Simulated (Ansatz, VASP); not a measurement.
# TiB2 in two plane-wave programs

One calculation is typed for both programs; each brings its own data sets and cutoff. How far apart do they land? The cell is taken from a series of VASP runs on this material, whose earlier steps may have relaxed, scaled or displaced it; both programs get it as it stands.

Calculated with Ansatz 0.2.0; plane waves, with VASP 6.6.1 beside it; band structure at LDA.

## (1) Set-up

It takes space group P-1 (No. 2, triclinic). Conventional cell: a = 2.939 Å, b = 3.027 Å, c = 3.268 Å, α = 89.00°, β = 88.61°, γ = 61.98°. Ti has 12 B at 2.33 to 2.42 Å nearest. Nearest to B lie 3 B at 1.70 to 1.78 Å and 6 Ti at 2.33 to 2.42 Å. Farther neighbours are not listed.

## (2) Ansatz: band structure, LDA

Ansatz runs on its default PAW (the set named soft_2) files.

A single point gives forces, pressure and levels at one fixed geometry, so differences don't come from the geometry; what else differs is listed under the comparison.

File input.yaml:

```yaml
crystal:
  lattice:
    - [3.02552, 0.076987, -0.026919]
    - [-1.446088, 2.558866, 0.036489]
    - [-0.02869, 0.028341, 3.267342]
  atoms:
    - { symbol: Ti, position: [0.0, 0.0, 0.0] }
    - { symbol: B, position: [0.3333333333, 0.6666666667, 0.5] }
    - { symbol: B, position: [0.6666666667, 0.3333333333, 0.5] }
hamiltonian:
  xc: lda
  pseudopotentials: { kind: paw }
kpoints:
  mp_grid: { grid: [11, 11, 9] }
  band_path:
    path:
      - [-0.5, 0.0, 0.0]
      - [-0.4, 0.0, 0.0]
      - [-0.26667, 0.0, 0.0]
      - [-0.13333, 0.0, 0.0]
      - [0.0, 0.0, 0.0]
      - [0.0, 0.0, 0.1]
      - [0.0, 0.0, 0.2]
      - [0.0, 0.0, 0.33333]
      - [0.0, 0.0, 0.46667]
      - [-0.43333, 0.0, 0.43333]
      - [-0.3, 0.0, 0.3]
      - [-0.16667, 0.0, 0.16667]
      - [-0.06667, 0.0, 0.06667]
      - [0.0, 0.03333, 0.0]
      - [0.0, 0.16667, 0.0]
      - [0.0, 0.3, 0.0]
      - [0.0, 0.43333, 0.0]
      - [-0.46667, 0.46667, 0.0]
      - [-0.36667, 0.36667, 0.0]
      - [-0.23333, 0.23333, 0.0]
      - [-0.1, 0.1, 0.0]
      - [0.0, 0.0, 0.0]
      - [0.0, 0.13333, 0.13333]
      - [0.0, 0.26667, 0.26667]
      - [0.0, 0.36667, 0.36667]
      - [0.0, 0.5, 0.5]
      - [-0.4, 0.4, 0.4]
      - [-0.26667, 0.26667, 0.26667]
      - [-0.13333, 0.13333, 0.13333]
      - [0.0, 0.0, 0.0]
    npoints: 1
scf:
  occupations: { method: fermi_dirac, width: 0.05 }
  n_extra_bands: 7
output:
  forces: true
  stress: true
  eigenvalues: true
```

Started as:

```
$ ansatz run input.yaml --threads 2 --pin off --max-ram 4608MiB --backend cpu --events-out ev --progress --plain --runs-dir out
```

Numbers of over 12 decimals in the logs are rounded to 6 here.

The program printed:

```text
scf.n_extra_bands = 7 over 9 filled bands (N_el = 18.0): the run solves 16 bands
Engine: ansatz 0.2.0, aarch64-unknown-linux-gnu
Pseudopotentials: kind: paw
Pseudopotential: Ti, paw, valence charge 12, recommended cutoff 420 eV (normal), Ti.paw.azcp
Pseudopotential: B, paw, valence charge 3, recommended cutoff 420 eV (normal), B.paw.azcp
Functional definition: SPW92
  exchange = slater_x
  correlation = pw_c
Crystal: 3 atoms, lattice volume = 25.655 Å³
Basis set: ecut = 420 eV, 507 PW (Γ)
Bands: 16, of which v1, the nominal top of the filled ones, is band 9 counted from 1 (8 counted from 0)
Symmetry: 2 space group operations
Space group: P-1 (ITA 2), of the structure as read, at distance tolerance 2.9e-5 Å
k-points: 545 of 1089
Non-local potential: Ti, projectors of the file, l = 0: 3, l = 1: 2, l = 2: 3, l = 3: 1
Non-local potential: B, projectors of the file, l = 0: 2, l = 1: 2, l = 2: 1
PAW form: soft (Blöchl's): semilocal exchange-correlation on the pseudo side does not see the compensation charge
PAW frozen core: Ti, regenerated for the run's functional, and the local potential with it (the file was generated under x = pbe(κ = 0.804, μ = 0.219515), c = pbe(β = 0.066725))
PAW frozen core: B, regenerated for the run's functional, and the local potential with it (the file was generated under x = pbe(κ = 0.804, μ = 0.219515), c = pbe(β = 0.066725))
PAW one-centre angular grid: Ti, 590 points (default); XC on 64 Gauss nodes
PAW one-centre angular grid: B, 110 points (default); XC on 64 Gauss nodes
Initial density: superposition of atomic densities (neutral atoms: chi_scale 0, normalization atom), corrected by the library's trained network
Initial wavefunctions: pseudopotential atomic-orbital guess
Functional: x = slater, c = lda
SCF iter   1: F=—  HF=-2753.177520 eV  |F-HF|=—  |Δ(HF+E_count)|=         —  Δρ=5.68e-3  dr2=4.24e-3  ethr=1.77e-3  ⟨swp⟩=5.0  Hψ=40446  notcnv=0  defer=1
preconditioner: auto → none  [metal: Δε(μ)=0.016 eV  Ē_g=10.352 eV  σ=0.050 eV  W_gap=0.08  n_scr=8 (ndim 8)  ℏωp=23.2 eV  f_vac=0.000  D(μ)=0.32/eV (n_scr^D=0)  sad-step TF]
SCF iter   2: F=—  HF=-2753.176386 eV  |F-HF|=—  |Δ(HF+E_count)|=   1.13e-3  Δρ=3.08e-3  dr2=1.81e-3  ethr=2.36e-5  ⟨swp⟩=2.0  Hψ=15627  notcnv=0  defer=358
SCF iter   3: F=—  HF=-2753.175971 eV  |F-HF|=—  |Δ(HF+E_count)|=   4.15e-4  Δρ=6.03e-4  dr2=1.40e-4  ethr=1.01e-5  ⟨swp⟩=2.0  Hψ=11895  notcnv=0  defer=358
SCF iter   4: F=—  HF=-2753.175943 eV  |F-HF|=—  |Δ(HF+E_count)|=   2.78e-5  Δρ=5.51e-5  dr2=1.21e-6  ethr=7.78e-7  ⟨swp⟩=1.5  Hψ=8179  notcnv=0  defer=358
SCF iter   5: F=—  HF=-2753.175942 eV  |F-HF|=—  |Δ(HF+E_count)|=   9.34e-7  Δρ=6.38e-6  dr2=1.07e-8  ethr=6.73e-9  ⟨swp⟩=2.1  Hψ=10260  notcnv=0  defer=358
SCF iter   6: F=-2753.175942 eV  HF=-2753.175942 eV  |F-HF|=5.64e-11  |Δ(HF+E_count)|=   4.30e-9  Δρ=1.13e-6  dr2=1.54e-10  ethr=5.95e-11  ⟨swp⟩=4.9  Hψ=33397  notcnv=0
SCF 1 converged in 6 iterations: F = -2753.175942 eV  dr2 = 1.54e-10
  greatest PAW one-centre occupation: 0.999 electrons in one spin orbital (limit 2), on the Ti atom at site 0 (counted from 0), in its partial waves of l = 0
NSCF: frozen V_eff on 30 k-points
SCF converged after 6 iterations
Free energy (F): -2753.175942 eV
Harris-Foulkes:  -2753.175942 eV  (|F-HF|=5.64e-11)
Internal energy: -2753.173233 eV  (E = F + TS)
E sigma→0 (E₀):  -2753.174587 eV
Entropy (-TS):   -0.002709 eV (-0.903 meV/atom)
Fermi energy:    14.819423 eV
--- Per-component energies (eV) ---
  E_band       = -95.680622
  E_kinetic    = 376.371762
  E_local      = -793.944328  (includes V_loc(G=0)·N_el)
  E_nonlocal   = 33.995033
  E_hartree    = 333.939457
  E_xc         = -164.106644
  E_vxc        = -202.313922  (∫ρ·V_xc dr)
  E_paw        = -1144.030542  (= ΣΔE_a)
  E_vpaw       = -177.668064  (= ΣTr[D̂ρ^β])
  E_aug_tail   = 0.000081  (compensation charges beyond the density's cutoff)
  E_ewald      = -1395.815670
  E_core_change = 0.417619  (= ΣΔE_core)
  E_smearing   = -0.002709  (= −TS)
  E_closure    = 0.000000  (closes the sum)
  Σ components = -2753.175942   (vs F -2753.175942, Δ=0.00e0)
--- Forces (eV/Å), atoms counted from 1 ---
  atom   1  Ti     0.00000000     0.00000000     0.00000000
  atom   2  B     -0.17056588     0.00529783     0.00816367
  atom   3  B      0.17056588    -0.00529783    -0.00816367
  max |Σ_I F_I| component: 0.00e0 eV/Å
--- Stress (GPa, compression-positive) ---
       -9.205765     -15.053046       4.569925
      -15.053046      -4.595595      -4.618698
        4.569925      -4.618698     -15.914666
  P = ⅓ Tr σ = -9.9053 GPa (-99.053 kbar)
--- Band table (eV; the first three rows and the last of 545) ---
  k-point 0: bands = [... 5 lower, 12.1059, 12.4030, 12.6002, 12.7822, 16.6387, 16.7842, 18.3007, 18.4807, ... 3 higher]
  k-point 1: bands = [... 5 lower, 11.1359, 12.2585, 12.7690, 13.8161, 16.2586, 16.4584, 18.0198, 18.2262, ... 3 higher]
  k-point 2: bands = [... 5 lower, 9.6858, 12.6393, 13.1308, 14.8499, 15.5624, 15.8291, 17.2765, 17.5510, ... 3 higher]
  k-point 544: bands = [... 5 lower, 7.0348, 11.1299, 11.5523, 13.3656, 15.9593, 17.2730, 17.8498, 19.1379, ... 3 higher]
```

It took 13 s on 2 threads of Arm Neoverse N1, shared host; peak memory 0.46 GiB; 25 s of CPU time.

Reading the cycles: dr2 is the Hartree energy of the density residual (eV), the measure of convergence; HF is the Harris–Foulkes estimate of the energy, which meets the free energy F at convergence.

## (3) VASP: band structure, LDA

The same cell, functional (in two slightly different forms), mesh and smearing now go to VASP, with its own data sets and cutoff.

Lines of VASP's logs that name or quote its potential files are left out, and so is its time.

File INCAR:

```
SYSTEM = TiB2
PREC = Accurate
ENCUT = 420
EDIFF = 1E-06
NELM = 100
ISMEAR = -1
SIGMA = 0.05
LREAL = .FALSE.
ALGO = Normal
GGA = CA
NBANDS = 22
LASPH = .TRUE.
LORBIT = 11
LWAVE = .FALSE.
LCHARG = .FALSE.
KPAR = 4
```

File POSCAR:

```
TiB2
1.0
    3.0255200000      0.0769870000     -0.0269190000
   -1.4460880000      2.5588660000      0.0364890000
   -0.0286900000      0.0283410000      3.2673420000
Ti B
1 2
Direct
    0.0000000000      0.0000000000      0.0000000000
    0.3333333333      0.6666666667      0.5000000000
    0.6666666667      0.3333333333      0.5000000000
```

File KPOINTS:

```
Automatic mesh
0
Gamma
11 11 9
0 0 0
```

File KPOINTS_OPT:

```
Line mode
16
Line-mode
Reciprocal
 -0.50000000   0.00000000   0.00000000 X
  0.00000000   0.00000000   0.00000000 GAMMA

  0.00000000   0.00000000   0.00000000 GAMMA
  0.00000000   0.00000000   0.50000000 Y

 -0.50000000   0.00000000   0.50000000 L
  0.00000000   0.00000000   0.00000000 GAMMA

  0.00000000   0.00000000   0.00000000 GAMMA
  0.00000000   0.50000000   0.00000000 Z

 -0.50000000   0.50000000   0.00000000 N
  0.00000000   0.00000000   0.00000000 GAMMA

  0.00000000   0.00000000   0.00000000 GAMMA
  0.00000000   0.50000000   0.50000000 M

 -0.50000000   0.50000000   0.50000000 R
  0.00000000   0.00000000   0.00000000 GAMMA
```

PAW data sets: Ti_sv and B (LDA family, release 64).

Started as:

```
$ mpirun -np 4 vasp_std
```

The program printed:

```text
[banner, memory and clock lines left out]
running    4 mpi-ranks, on    1 nodes
 distrk:  each k-point on    1 cores,    4 groups
 distr:  one band on    1 cores,    1 groups

 POSCAR found type information on POSCAR TiB
 POSCAR found :  2 types and       3 ions
 LDA part: xc-table for (Slater(with rela. corr.)+CA(PZ))
 , standard interpolation
 POSCAR, INCAR and KPOINTS ok, starting setup
 FFT: planning ... GRIDC
 FFT: planning ... GRID_SOFT
 FFT: planning ... GRID
 WAVECAR not read
 entering main loop
       N       E                     dE             d eps       ncg     rms          rms(c)
DAV:   1     0.114697804461E+03    0.11470E+03   -0.71233E+03 24122   0.800E+02
DAV:   2    -0.255387505659E+02   -0.14024E+03   -0.13253E+03 25850   0.250E+02
DAV:   3    -0.320663295858E+02   -0.65276E+01   -0.64500E+01 28518   0.547E+01
DAV:   4    -0.321907451665E+02   -0.12442E+00   -0.12431E+00 26804   0.722E+00
DAV:   5    -0.321929783572E+02   -0.22332E-02   -0.22331E-02 28324   0.886E-01    0.162E+01
DAV:   6    -0.268611882012E+02    0.53318E+01   -0.14195E+01 29400   0.356E+01    0.363E+00
DAV:   7    -0.268075621627E+02    0.53626E-01   -0.10214E+00 27766   0.942E+00    0.332E+00
DAV:   8    -0.267997647188E+02    0.77974E-02   -0.69823E-02 33336   0.196E+00    0.886E-01
DAV:   9    -0.267962833735E+02    0.34813E-02   -0.44386E-02 26770   0.224E+00    0.392E-01
DAV:  10    -0.267949611650E+02    0.13222E-02   -0.39638E-03 30340   0.611E-01    0.624E-02
DAV:  11    -0.267950200031E+02   -0.58838E-04   -0.45511E-04 27148   0.146E-01    0.372E-02
DAV:  12    -0.267950144289E+02    0.55742E-05   -0.26893E-05 27022   0.514E-02    0.681E-03
DAV:  13    -0.267950127874E+02    0.16415E-05   -0.45149E-06 28902   0.231E-02    0.184E-03
DAV:  14    -0.267950126675E+02    0.11990E-06   -0.13259E-07 14096   0.301E-03
   1 F= -.26795013E+02 E0= -.26793654E+02  d E =-.271801E-02
 Start KPOINTS_OPT (optional k-point list driver)
k-point batch [1-112\112]
       N       E                     dE             ncg
DAV:   1     0.675745495057E+04   -0.40951E+05     4974
DAV:   2    -0.890471949013E+04   -0.15662E+05     5144
DAV:   3    -0.966091760324E+04   -0.75620E+03     5930
DAV:   4    -0.967456011158E+04   -0.13643E+02     5582
DAV:   5    -0.967474583800E+04   -0.18573E+00     5822
DAV:   6    -0.967474922956E+04   -0.33916E-02     5648
DAV:   7    -0.967474930670E+04   -0.77136E-04     5748
DAV:   8    -0.967474930849E+04   -0.17914E-05     4128
DAV:   9    -0.967474930867E+04   -0.18012E-06     3844
```

OUTCAR, selected parts (step 3):

```text
ion  position               nearest neighbor table
   1  0.000  0.000  0.000-   2 2.33   3 2.33   2 2.36   3 2.36   3 2.39   2 2.39   2 2.40   3 2.40
                             3 2.41   2 2.41   2 2.42   3 2.42
   2  0.333  0.667  0.500-   3 1.70   3 1.73   3 1.78   1 2.33   1 2.36   1 2.39   1 2.40   1 2.41
                             1 2.42
   3  0.667  0.333  0.500-   2 1.70   2 1.73   2 1.78   1 2.33   1 2.36   1 2.39   1 2.40   1 2.41
                             1 2.42

  LATTYP: Found a triclinic cell.
 ALAT       =     3.0266190545
 B/A-ratio  =     1.6898688094
 C/A-ratio  =     1.4864727833
 COS(alpha) =     0.0049682062
 COS(beta)  =     0.3531465935
 COS(gamma) =     0.8617344263

 Subroutine GETGRP returns: Found  2 space group operations
 (whereof  2 operations were pure point group operations)

The static configuration has the point symmetry S_2 .

 Found    545 irreducible k-points:

   k-points           NKPTS =    545   k-points in BZ     NKDIM =    545   number of bands    NBANDS=     22

   dimension x,y,z NGX =    20 NGY =   20 NGZ =   24
   dimension x,y,z NGXF=    40 NGYF=   40 NGZF=   48

   ENCUT  =  420.0 eV  30.87 Ry    5.56 a.u.   5.06  4.91  5.46*2*pi/ulx,y,z

   NELECT =      18.0000    total number of electrons

 k-points in reciprocal lattice and weights: Automatic mesh
   0.00000000  0.00000000  0.00000000       0.001
   0.09090909  0.00000000 -0.00000000       0.002
   0.18181818  0.00000000  0.00000000       0.002
   0.27272727  0.00000000 -0.00000000       0.002
   0.36363636  0.00000000  0.00000000       0.002
   0.45454545  0.00000000  0.00000000       0.002
  -0.00000000  0.09090909  0.00000000       0.002
   0.09090909  0.09090909 -0.00000000       0.002
   0.18181818  0.09090909  0.00000000       0.002
[...]
-0.18181818 -0.09090909  0.44444444       0.002
  -0.09090909 -0.09090909  0.44444444       0.002

 average (electrostatic) potential at core
       1 -70.9229       2 -27.4817       3 -27.4817

 E-fermi :   9.8734

 k-point     1 :       0.0000    0.0000    0.0000
  band No.  band energies     occupation
    ...
      5      -3.3951      2.00000
      6       7.1644      2.00000
      7       7.4648      2.00000
      8       7.6581      2.00000
      9       7.8398      2.00000
     10      11.6866      0.00000
     11      11.8330      0.00000
     12      13.3561      0.00000
     13      13.5352      0.00000
     14      15.2934      0.00000
    ...

 k-point     2 :       0.0909    0.0000   -0.0000
  band No.  band energies     occupation
    ...
      5      -3.2434      2.00000
      6       6.7248      2.00000
      7       7.3385      2.00000
      8       7.6600      2.00000
      9       7.9062      2.00000
     10      11.7906      0.00000
     11      11.9296      0.00000
     12      12.7744      0.00000
     13      13.1487      0.00000
     14      16.1414      0.00000
    ...

 k-point     3 :       0.1818    0.0000    0.0000
  band No.  band energies     occupation
    ...
      5      -2.7986      2.00000
      6       5.6152      2.00000
      7       7.0642      2.00000
      8       7.6028      2.00000
      9       8.0692      2.00000
     10      11.6835      0.00000
     11      12.0940      0.00000
     12      12.5108      0.00000
     13      12.6585      0.00000
     14      17.2961      0.00000
    ...

  Total       -1.4231501     -0.6836687     -2.4932432     -2.4142079     -0.7435952      0.7358204
  in kB      -88.8766095    -42.6955377   -155.7045837   -150.7687793    -46.4379812     45.9524409
  external PRESSURE =     -95.7589103 kB  Pullay stress =       0.0000000 kB

  energy-cutoff  :      420.00
  volume of cell :       25.66
      direct lattice vectors                 reciprocal lattice vectors
     3.025520000  0.076987000 -0.026919000     0.325847651  0.184127755  0.001264087
    -1.446088000  2.558866000  0.036489000    -0.009834524  0.385289230 -0.003428363
    -0.028690000  0.028341000  3.267342000     0.002794426 -0.002785837  0.306107878

 POSITION                                       TOTAL-FORCE (eV/Angst)
 -----------------------------------------------------------------------------------
      0.00000      0.00000      0.00000         0.000000      0.000000      0.000000
      0.03010      1.74574      1.64902        -0.171917      0.005046      0.008225
      1.52064      0.91845      1.62789         0.171917     -0.005046     -0.008225
 -----------------------------------------------------------------------------------
    total drift:                               -0.000000      0.000000      0.000000

  FREE ENERGIE OF THE ION-ELECTRON SYSTEM (eV)
  ---------------------------------------------------
  free  energy   TOTEN  =       -26.7950126675 eV

  energy  without entropy=      -26.7922946609  energy(sigma->0) =      -26.79365366

 total charge
# of ion       s       p       d       tot
------------------------------------------
    1        2.179   6.210   2.059  10.448
    2        0.685   1.340   0.000   2.025
    3        0.685   1.340   0.000   2.025
--------------------------------------------------
tot          3.548   8.890   2.059  14.498

[... 3 further parts left out ...]
```

The path and its labels are those of the sheared lattice, so a letter need not mean the same point as in the unstrained cell.

## (4) Side by side

Known differences besides the potentials themselves: the two LDA forms differ slightly; VASP's log shows a relativistic correction to its local exchange, Ansatz's none. Total energies have different zeros and are not compared.

Both answers:

| quantity | Ansatz | VASP | difference |
| --- | --- | --- | --- |
| pressure (GPa) | -9.91 | -9.58 | -0.33 |
| pressure without Ansatz's Pulay correction (GPa) | -10.19 | -9.58 | -0.61 |

Forces (eV/Å; atoms numbered as in POSCAR):

| atom | Ansatz x, y, z | VASP x, y, z |
| --- | --- | --- |
| Ti1 | 0.000, 0.000, 0.000 | 0.000, 0.000, 0.000 |
| B2 | -0.171, 0.005, 0.008 | -0.172, 0.005, 0.008 |
| B3 | 0.171, -0.005, -0.008 | 0.172, -0.005, -0.008 |

The forces differ by 0.7 meV/Å r.m.s., which is 0.8 % of the r.m.s. force of 0.08 eV/Å (both taken over all components). Levels from 3 eV below to 2 eV above the Fermi level differ by 4 meV r.m.s. and 8 meV at most; each VASP level is matched to the nearest of Ansatz, which flatters the figure a little. Ansatz's pressure holds a Pulay correction of 0.28 GPa; VASP's holds none.

## (5) Summary of results

```yaml
r_m_s_difference_of_levels_near_the_fermi_level_band_structure_lda: 4.2 meV
```

**Reading.** The r.m.s. difference of levels near the Fermi level is 4.2 meV (band structure, LDA), within the 80 meV picked in this series as the mark of a large difference. 1 further run of this series is not shown here. Such differences can come from data sets, numerical settings and the points named under the comparisons, not from the functional's error against experiment.

[Lines on the potential files, build, host, timing and source positions are cut from VASP's logs without a mark.]

[Logs are printed without paths, hosts, clocks, repeated set-up lines and the standing remarks that a program may print on its own settings, such as how far it seeks lower states.]

[Hosts, paths, dates, database ids (printed as entryN), source tags and the programs' standing remarks are cut or masked in the printed files.]
